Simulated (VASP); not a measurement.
An input for Quantum ESPRESSO's pw.x (written as the equivalent of a VASP run, and not itself run):

```
&CONTROL
  calculation = 'scf'
  pseudo_dir = './pseudo'
  outdir = './out'
  tprnfor = .true.
  tstress = .true.
/
&SYSTEM
  ibrav = 0
  nat = 1
  ntyp = 1
  ecutwfc = 50
  occupations = 'smearing'
  smearing = 'methfessel-paxton'
  degauss = 0.00735
  input_dft = 'vdw-df-cx'
/
&ELECTRONS
  conv_thr = 7.3e-09
  electron_maxstep = 100
/
ATOMIC_SPECIES
  Cs 132.905 Cs.upf
CELL_PARAMETERS angstrom
    -2.9584760    2.9584760    2.9584760
     2.9584760   -2.9584760    2.9584760
     2.9584760    2.9584760   -2.9584760
ATOMIC_POSITIONS crystal
  Cs   0.0000000  0.0000000  0.0000000
K_POINTS automatic
  9 9 9 0 0 0
```

Q: Write the VASP files for the same calculation (vdW-DF-cx).

A: This is not unique; one that fits is 
File KPOINTS:
```
Automatic mesh
0
Gamma
9 9 9
0 0 0
```

INCAR:
```
SYSTEM = Cs
PREC = Accurate; ENCUT = 520; LREAL = .FALSE.
LASPH = .TRUE.
EDIFF = 1E-7; NELM = 100; ALGO = Normal
LMAXMIX = 4
ISMEAR = 1; SIGMA = 0.1
GGA = CX; LUSE_VDW = .TRUE.; AGGAC = 0.0
ISIF = 2
LWAVE = .FALSE.; LCHARG = .FALSE.
```

POSCAR:
```
Cs
1
   -2.9584759896     2.9584759896     2.9584759896
    2.9584759896    -2.9584759896     2.9584759896
    2.9584759896     2.9584759896    -2.9584759896
Cs
1
Direct
  0.0000000000   0.0000000000   0.0000000000
```

POTCAR, in this order: Cs_sv (PBE.64 set). Program: vasp_std.

What does not carry over: the potentials are each code's own (VASP's PAW set, PseudoDojo norm-conserving files in pw.x), so ENCUT and ecutwfc are chosen apart and not converted; conv_thr bounds pw.x's estimated SCF error, while EDIFF bounds the energy change between steps.

The compound is Cs in the bcc structure. This cell is one point of a volume scan, at 0.94 of the reference volume.
